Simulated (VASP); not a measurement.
Crystal: Al3Au.

```
Au Al
1.0
    -2.02533    2.02533    4.05660
     2.02533   -2.02533    4.05660
     2.02533    2.02533   -4.05660
Au Al
1 3
Direct
  0.00000 0.00000 0.00000
  0.50000 0.50000 0.00000
  0.25000 0.75000 0.50000
  0.75000 0.25000 0.50000
```

The cell comes from a database or a generator and needn't be the stable form of this composition.

Base run:

* Program: VASP 6.6.1
* Functional: PBE
* Potentials or basis: VASP PAW PBE potentials, release 64 (Au, Al)
* Cutoff: 520 eV
* k mesh: 9 × 9 × 9
* Occupations: fermi-dirac, width 0.05 eV
* Spin: no spin polarisation

Its results: band gap on the k mesh none (metal or under the smearing width); pressure 0.3 GPa.

The run is repeated on the same cell with these changes: functional from PBE to PBEsol. What comes out?

Band gap on the k mesh none (metal or under the smearing width); pressure -2.7 GPa.

PBEsol binds more tightly than PBE, so the same cell stands under less pressure.

Caveats: the PAW data sets were made with another functional, which shifts forces and pressure a little (some runs).

Not every run made on this cell is shown here.
